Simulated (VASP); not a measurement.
Method: PBE GGA, VASP's PBE PAW potentials (set 64) (plane waves; VASP).

Input for VASP

File POSCAR:
```
La
24.80640
  0.0775082237  -0.1342481779   0.0000000000
  0.0775082237   0.1342481779   0.0000000000
  0.0000000000   0.0000000000   0.5000000000
La
4
Direct
  0.0000000000   0.0000000000   0.5000000000
  0.0000000000   0.0000000000   0.0000000000
  0.3333330000   0.6666670000   0.2500000000
  0.6666670000   0.3333330000   0.7500000000
```

**INCAR**
```
SYSTEM = La
PREC = Accurate
ENCUT = 400
EDIFF = 1E-6
NELM = 100
ALGO = All
LREAL = .FALSE.
LASPH = .TRUE.
ISMEAR = 1
SIGMA = 0.1
GGA = PE
LMAXMIX = 6
LWAVE = .FALSE.
LCHARG = .FALSE.
ISIF = 2
```

### KPOINTS
```
kpoints
0
G
  8 8 3
```

POTCAR, in this order: La (PBE.64 set). Program: vasp_std.

What VASP printed:

**OSZICAR**
```
       N       E                     dE             d eps       ncg     rms           ort
DAV:   1     0.538974160255E+03    0.53897E+03   -0.13178E+04   520   0.196E+03
DAV:   2     0.961211460630E+02   -0.44285E+03   -0.43782E+03   520   0.428E+02
DAV:   3    -0.601084655628E+01   -0.10213E+03   -0.10130E+03   520   0.259E+02
DAV:   4    -0.175748229954E+02   -0.11564E+02   -0.11410E+02   520   0.847E+01
DAV:   5    -0.192461345936E+02   -0.16713E+01   -0.16490E+01   520   0.297E+01
SDA:   6    -0.192171666436E+02    0.28968E-01   -0.16490E+01   520   0.657E+00   0.000E+00
CGA:   7    -0.192700930690E+02   -0.52926E-01   -0.52774E-01   520   0.700E+00   0.541E-03
CGA:   8    -0.193445116848E+02   -0.74419E-01   -0.74095E-01   520   0.228E+00   0.515E-04
CGA:   9    -0.193874948057E+02   -0.42983E-01   -0.42984E-01   520   0.257E+00  -0.165E-03
CGA:  10    -0.194161629074E+02   -0.28668E-01   -0.28643E-01   520   0.126E+00  -0.209E-03
CGA:  11    -0.194293253573E+02   -0.13162E-01   -0.13145E-01   520   0.771E-01  -0.892E-04
CGA:  12    -0.194437474141E+02   -0.14422E-01   -0.14430E-01   520   0.599E-01  -0.256E-03
CGA:  13    -0.194530257096E+02   -0.92783E-02   -0.92764E-02   520   0.452E-01  -0.988E-04
CGA:  14    -0.194616813755E+02   -0.86557E-02   -0.86613E-02   520   0.327E-01  -0.186E-03
CGA:  15    -0.194678632102E+02   -0.61818E-02   -0.61886E-02   520   0.253E-01  -0.264E-03
CGA:  16    -0.194729702120E+02   -0.51070E-02   -0.51177E-02   520   0.187E-01  -0.247E-03
CGA:  17    -0.194775096664E+02   -0.45395E-02   -0.45521E-02   520   0.165E-01  -0.130E-03
CGA:  18    -0.194813482142E+02   -0.38385E-02   -0.38443E-02   520   0.127E-01  -0.434E-04
CGA:  19    -0.194844961315E+02   -0.31479E-02   -0.31472E-02   520   0.847E-02   0.600E-04
CGA:  20    -0.194865741160E+02   -0.20780E-02   -0.20746E-02   520   0.642E-02   0.890E-04
CGA:  21    -0.194885022461E+02   -0.19281E-02   -0.19210E-02   520   0.492E-02   0.802E-04
CGA:  22    -0.194899381963E+02   -0.14360E-02   -0.14330E-02   520   0.370E-02   0.382E-04
CGA:  23    -0.194909967972E+02   -0.10586E-02   -0.10577E-02   520   0.234E-02   0.122E-04
CGA:  24    -0.194917804704E+02   -0.78367E-03   -0.78344E-03   520   0.194E-02   0.952E-06
CGA:  25    -0.194924268595E+02   -0.64639E-03   -0.64616E-03   520   0.138E-02   0.205E-05
CGA:  26    -0.194928927134E+02   -0.46585E-03   -0.46519E-03   520   0.952E-03   0.751E-05
CGA:  27    -0.194932329886E+02   -0.34028E-03   -0.33917E-03   520   0.676E-03   0.114E-04
CGA:  28    -0.194934896847E+02   -0.25670E-03   -0.25558E-03   520   0.488E-03   0.107E-04
CGA:  29    -0.194936743414E+02   -0.18466E-03   -0.18401E-03   520   0.332E-03   0.674E-05
CGA:  30    -0.194938156868E+02   -0.14135E-03   -0.14087E-03   520   0.255E-03   0.347E-05
CGA:  31    -0.194939216226E+02   -0.10594E-03   -0.10566E-03   520   0.175E-03   0.240E-05
CGA:  32    -0.194939945270E+02   -0.72904E-04   -0.72579E-04   520   0.122E-03   0.307E-05
CGA:  33    -0.194940479676E+02   -0.53441E-04   -0.52999E-04   520   0.881E-04   0.414E-05
CGA:  34    -0.194940890122E+02   -0.41045E-04   -0.40534E-04   520   0.620E-04   0.438E-05
CGA:  35    -0.194941182688E+02   -0.29257E-04   -0.28928E-04   520   0.433E-04   0.318E-05
CGA:  36    -0.194941391808E+02   -0.20912E-04   -0.20730E-04   520   0.332E-04   0.175E-05
CGA:  37    -0.194941555729E+02   -0.16392E-04   -0.16315E-04   520   0.242E-04   0.710E-06
CGA:  38    -0.194941668877E+02   -0.11315E-04   -0.11310E-04   520   0.174E-04   0.687E-07
CGA:  39    -0.194941752821E+02   -0.83944E-05   -0.84008E-05   520   0.129E-04  -0.552E-07
CGA:  40    -0.194941815721E+02   -0.62900E-05   -0.62866E-05   520   0.879E-05   0.361E-07
CGA:  41    -0.194941858466E+02   -0.42745E-05   -0.42646E-05   520   0.607E-05   0.117E-06
CGA:  42    -0.194941889097E+02   -0.30631E-05   -0.30526E-05   520   0.438E-05   0.116E-06
CGA:  43    -0.194941912203E+02   -0.23106E-05   -0.23096E-05   520   0.331E-05   0.107E-07
CGA:  44    -0.194941928386E+02   -0.16183E-05   -0.16248E-05   520   0.229E-05  -0.100E-06
CGA:  45    -0.194941939477E+02   -0.11092E-05   -0.11201E-05   520   0.184E-05  -0.149E-06
CGA:  46    -0.194941947858E+02   -0.83804E-06   -0.84493E-06   520   0.133E-05  -0.148E-06
   1 F= -.19494195E+02 E0= -.19494475E+02  d E =0.839388E-03
```

### OUTCAR
```
------------------------ aborting loop because EDIFF is reached ----------------------------------------
  FORCE on cell =-STRESS in cart. coord.  units (eV):
  Direction    XX          YY          ZZ          XY          YZ          ZX
  --------------------------------------------------------------------------------------
  Total       -1.5816776     -1.5816775     -1.5148457      0.0000000      0.0000000     -0.0000000
  in kB      -15.9544242    -15.9544234    -15.2802890      0.0000000      0.0000000     -0.0000000
  external PRESSURE =     -15.7297122 kB  Pullay stress =       0.0000000 kB
  volume of cell :      158.84
      direct lattice vectors                 reciprocal lattice vectors
     1.922700000 -3.330214000  0.000000000     0.260050970 -0.150140501  0.000000000
     1.922700000  3.330214000  0.000000000     0.260050970  0.150140501  0.000000000
     0.000000000  0.000000000 12.403200000     0.000000000  0.000000000  0.080624355
 POSITION                                       TOTAL-FORCE (eV/Angst)
 -----------------------------------------------------------------------------------
      0.00000      0.00000      6.20160         0.000000      0.000000     -0.000000
      0.00000      0.00000      0.00000         0.000000      0.000000     -0.000000
      1.92270      1.11007      3.10080         0.000000     -0.000000     -0.000000
      1.92270     -1.11007      9.30240        -0.000000      0.000000      0.000000
 -----------------------------------------------------------------------------------
    total drift:                                0.000000      0.000000      0.000000
  FREE ENERGIE OF THE ION-ELECTRON SYSTEM (eV)
  ---------------------------------------------------
  free  energy   TOTEN  =       -19.4941947858 eV

  energy  without entropy=      -19.4950341733  energy(sigma->0) =      -19.49447458
```
(Selected blocks of OUTCAR.)

The compound is La in the dhcp structure. The cell was not relaxed at this level. The run is one of a series of settings (ALGO = All against the base run), some of them coarse on purpose.
